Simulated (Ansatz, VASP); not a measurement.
# Rb26Br11F15: VASP beside Ansatz, part 2 of 2

Aim: how closely do two programs agree when they are given the same cell, functional and k mesh? Of the first pair: The structure shown is the start of the Ansatz relaxation below; VASP solves that cell, so the two are compared at the walk's first step.

VASP 6.6.1 and Ansatz 0.2.0.

So far. Step 3 (VASP: single point, PBE, start cell, pair 1): The run ends at a pressure of -0.44 GPa, with forces up to 1.3 eV/Å.

### 5. Ansatz: relaxation, PBE

Level of this step: Ansatz beside VASP: Kohn-Sham DFT, plane waves, PBE (Ansatz).

This run makes the geometry at which the two programs are then compared. The cell compared in this pair holds 3801.81 Å³, against 4321.83 Å³ for the pair before.

The structure compared here is the end of the Ansatz relaxation.

The input, input.yaml:

```yaml
crystal:
  lattice:
    - [16.2888, 0.0, 0.0]
    - [0.0, 16.2888, 0.0]
    - [0.0, 0.0, 16.2888]
  atoms:
    - { symbol: Rb, position: [0.00095, 0.23626, 0.39521] }
    - { symbol: Rb, position: [0.9154, 0.36863, 0.98998] }
    - { symbol: Rb, position: [0.41475, 0.64818, 0.52196] }
    - { symbol: Rb, position: [0.72666, 0.27211, 0.23667] }
    - { symbol: Rb, position: [0.70506, 0.55014, 0.45332] }
    - { symbol: Rb, position: [0.68493, 0.20801, 0.97796] }
    - { symbol: Rb, position: [0.11133, 0.40897, 0.79672] }
    - { symbol: Rb, position: [0.91568, 0.55893, 0.97512] }
    - { symbol: Rb, position: [0.28815, 0.62303, 0.18018] }
    - { symbol: Rb, position: [0.28958, 0.52181, 0.69431] }
    - { symbol: Rb, position: [0.23209, 0.37647, 0.51343] }
    - { symbol: Rb, position: [0.50752, 0.32318, 0.1293] }
    - { symbol: Rb, position: [0.37798, 0.12289, 0.79536] }
    - { symbol: Rb, position: [0.60911, 0.68252, 0.69512] }
    - { symbol: Rb, position: [0.89498, 0.06833, 0.09231] }
    - { symbol: Rb, position: [0.9046, 0.67788, 0.3359] }
    - { symbol: Rb, position: [0.91984, 0.25642, 0.7524] }
    - { symbol: Rb, position: [0.97712, 0.48488, 0.48751] }
    - { symbol: Rb, position: [0.93551, 0.56583, 0.72219] }
    - { symbol: Rb, position: [0.85935, 0.41812, 0.2674] }
    - { symbol: Rb, position: [0.31875, 0.05274, 0.53074] }
    - { symbol: Rb, position: [0.18367, 0.2119, 0.00552] }
    - { symbol: Rb, position: [0.01557, 0.77867, 0.13944] }
    - { symbol: Rb, position: [0.4741, 0.36021, 0.41325] }
    - { symbol: Rb, position: [0.67805, 0.48656, 0.04176] }
    - { symbol: Rb, position: [0.1961, 0.27178, 0.25194] }
    - { symbol: Rb, position: [0.64331, 0.84476, 0.45409] }
    - { symbol: Rb, position: [0.81018, 0.32858, 0.57243] }
    - { symbol: Rb, position: [0.60333, 0.66894, 0.26152] }
    - { symbol: Rb, position: [0.41078, 0.60926, 0.93643] }
[... 68 atom lines left out ...]
    - { symbol: F, position: [0.60562, 0.1892, 0.17611] }
    - { symbol: F, position: [0.15536, 0.45799, 0.62433] }
    - { symbol: F, position: [0.92561, 0.78903, 0.99062] }
    - { symbol: F, position: [0.08177, 0.1091, 0.28471] }
    - { symbol: F, position: [0.13008, 0.35127, 0.37638] }
    - { symbol: F, position: [0.02724, 0.78631, 0.33882] }
kpoints:
  mp_grid: { grid: [1, 1, 1] }
hamiltonian:
  xc: pbe
scf:
  occupations: { method: fixed }
output:
  forces: true
relax:
  f_tol: 0.05
  max_steps: 73
  cell: {}
```

Launch:

```bash
$ ansatz run input.yaml --threads 4 --pin off --max-ram 8192MiB --backend cpu --events-out ev --progress --plain --runs-dir out
```

Numbers of over 12 decimals in the logs are rounded to 6 here.

The log of the run:

```text
[...]
Crystal: 104 atoms, lattice volume = 4321.826 Å³
Basis set: ecut = 420 eV, 84439 PW (Γ), exchange–correlation on 240×240×240 points (8 copies of the dense FFT grid, shifted against one another)
Bands: 520, of which v1, the nominal top of the filled ones, is band 416 counted from 1 (415 counted from 0)
Symmetry: 1 space group operations
[...]
k-points: 1
[...]
- { symbol: F, position: [0.462012, 0.922090, 0.893275] }
    - { symbol: F, position: [0.470545, 0.709287, 0.744382] }
    - { symbol: F, position: [0.00688854, 0.156580, 0.663178] }
    - { symbol: F, position: [1.011112, 0.916404, 0.159052] }
    - { symbol: F, position: [0.879548, 0.384988, 0.619160] }
    - { symbol: F, position: [0.035161, 0.288249, 0.872500] }
    - { symbol: F, position: [0.048227, 0.507822, 0.901162] }
[...]
- { symbol: F, position: [0.931540, 0.793337, 1.007840] }
    - { symbol: F, position: [0.080898, 0.103162, 0.280143] }
    - { symbol: F, position: [0.123679, 0.343915, 0.397437] }
    - { symbol: F, position: [0.037433, 0.769710, 0.332219] }
```

### 6. VASP: single point, PBE, relaxed cell, pair 2

The same cell, functional and mesh now go to VASP, with its own data sets.

The input, INCAR:

```
SYSTEM = Rb26Br11F15
PREC = Accurate
ENCUT = 600
EDIFF = 1E-06
NELM = 120
ISMEAR = 0
SIGMA = 0.01
LREAL = Auto
ALGO = Normal
GGA = PE
NBANDS = 488
LORBIT = 11
LWAVE = .FALSE.
LCHARG = .FALSE.
ISIF = 2
LASPH = .TRUE.
GGA_COMPAT = .FALSE.
EFERMI = MIDGAP
NCORE = 2
```

The input, POSCAR:

```
Rb26Br11F15
1.0
   15.9124370000      0.4978340000      0.1105490000
    0.4978340000     16.0446850000      0.1521660000
    0.1105490000      0.1521660000     14.9075580000
Rb Br F
52 22 30
Direct
    0.0041900000      0.2222000000      0.3833100000
    0.9305700000      0.4047200000      0.9772200000
    0.4184200000      0.7039900000      0.5496800000
    0.7398200000      0.2696300000      0.2453300000
    0.6877800000      0.6225100000      0.4320100000
    0.7741200000      0.2249300000      0.0015800000
    0.1336100000      0.3999700000      0.7895300000
    0.9652700000      0.6596500000      0.9066400000
    0.3411100000      0.5925000000      0.1898900000
    0.2243600000      0.5951200000      0.6973700000
    0.2404200000      0.3945700000      0.5175000000
    0.5039600000      0.3075600000      0.0651200000
    0.3442500000      0.0770400000      0.8853900000
    0.6222500000      0.6977400000      0.6648000000
    0.9762800000      0.0951600000      0.1313200000
    0.9054600000      0.6873900000      0.3997300000
    0.9027700000      0.2704100000      0.7553700000
    0.0041300000      0.4285700000      0.5090300000
    0.8305800000      0.5341500000      0.6741600000
    0.8639300000      0.4420900000      0.2550100000
    0.3014800000      0.0599800000      0.5793700000
    0.1608400000      0.2618800000      0.9967700000
    0.1031000000      0.7550800000      0.1618200000
    0.5056000000      0.4032800000      0.4417500000
    0.6968600000      0.4740100000      0.0002700000
    0.2121800000      0.2411400000      0.2742900000
    0.6399100000      0.8612500000      0.3814600000
    0.7554200000      0.3239000000      0.5178700000
    0.6697600000      0.6674500000      0.1704900000
    0.4452800000      0.5582500000      0.8467900000
[... 68 atom lines left out ...]
    0.6019300000      0.2137200000      0.1703300000
    0.1269600000      0.4760200000      0.6253300000
    0.9315400000      0.7933400000      0.0078400000
    0.0809000000      0.1031600000      0.2801400000
    0.1236800000      0.3439200000      0.3974400000
    0.0374300000      0.7697100000      0.3322200000
```

The input, KPOINTS:

```
Automatic mesh
0
Gamma
1 1 1
0 0 0
```

PAW data sets: Rb_sv, Br and F (PBE family, release 64).

Launch:

```bash
$ mpirun -np 8 vasp_gam
```

The log of the run:

```text
[... set-up lines as in an earlier step ...]
 entering main loop
       N       E                     dE             d eps       ncg     rms          rms(c)
DAV:   1     0.905359947349E+04    0.90536E+04   -0.45654E+05   984   0.174E+03
DAV:   2     0.602678173205E+03   -0.84509E+04   -0.82629E+04  1240   0.373E+02
DAV:   3    -0.377985026789E+03   -0.98066E+03   -0.97776E+03  1144   0.128E+02
DAV:   4    -0.426992782578E+03   -0.49008E+02   -0.48906E+02  1248   0.271E+01
[...]
DAV:  19    -0.367449575133E+03    0.25093E-05   -0.24584E-05  1312   0.102E-02    0.687E-03
DAV:  20    -0.367449576220E+03   -0.10875E-05   -0.10861E-05  1088   0.735E-03    0.341E-03
DAV:  21    -0.367449576504E+03   -0.28405E-06   -0.46246E-06   952   0.352E-03
   1 F= -.36744958E+03 E0= -.36744958E+03  d E =0.000000E+00
```

Parts of OUTCAR (step 6):

```text
  FREE ENERGIE OF THE ION-ELECTRON SYSTEM (eV)
  ---------------------------------------------------
  free  energy   TOTEN  =      -367.4495765042 eV

  energy  without entropy=     -367.4495765042  energy(sigma->0) =     -367.44957650
```

The run ends at a pressure of 0.00 GPa, with forces up to 0.054 eV/Å.

### 7. Differences

What differs besides the data sets and the points named for the pairs above, as far as they apply: the cutoff is 420 eV in Ansatz and 600 eV in VASP (PREC = Accurate, projectors in real space). Total energies have different zeros and are not compared.

Both answers:

| quantity | Ansatz | VASP | difference |
| --- | --- | --- | --- |
| pressure (GPa) | 0.02 | 0.00 | +0.01 |
| gap on the k mesh (eV) | 3.735 | 3.733 | +0.002 |

At this near-relaxed geometry the largest component of a force difference is 16 meV/Å. A gap on the mesh is an upper bound, since the band edges may lie between its points.

### 8. Summary of results

```
r.m.s. force difference (single point, PBE, start cell, pair 1)           : 2.3 % of the r.m.s. force
difference in gap on the k mesh (single point, PBE, relaxed cell, pair 2) : 0.0019 eV
```

What this shows: The r.m.s. force difference is 2.3 % of the r.m.s. force (single point, PBE, start cell, pair 1), within the 3 % picked in this series as the mark of a large difference. How closely two codes agree says nothing of how well the functional describes the real material.

[Lines on the potential files, build, host, timing and source positions are cut from VASP's logs without a mark.]

[Logs are printed without paths, hosts, clocks, repeated set-up lines and the standing remarks that a program may print on its own settings, such as how far it seeks lower states.]

[Hosts, paths, dates, database ids (printed as entryN), source tags and the programs' standing remarks are cut or masked in the printed files.]
